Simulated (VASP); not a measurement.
Input:

```xyz
2
Lattice="0.0000 3.0129 3.0129 3.0129 0.0000 3.0129 3.0129 3.0129 0.0000" Properties=species:S:1:pos:R:3 pbc="T T T"
Cd     0.0000     0.0000     0.0000
Se     4.5193     4.5193     4.5193
```

Calculation: PBE0 hybrid, VASP's PBE PAW potentials (set 64) (plane waves; VASP). Run with 300 eV cut-off, 5×5×5 Γ-centred mesh, Gaussian smearing of 0.010 eV, potentials Cd Se.

At this cut-off the stress carries a Pulay error, which pulls relaxed volumes low.

Problem. Give the stress tensor in GPa (positive for a compressed cell).

Solution. 
```
3.44  0.00  0.00
0.00  3.44  0.00
0.00  0.00  3.44
```
The pressure is its mean diagonal, 3.44 GPa.

The structure comes from a computed database's CdSe entry; how it stands against other phases isn't given here. The cell was not relaxed at this level.
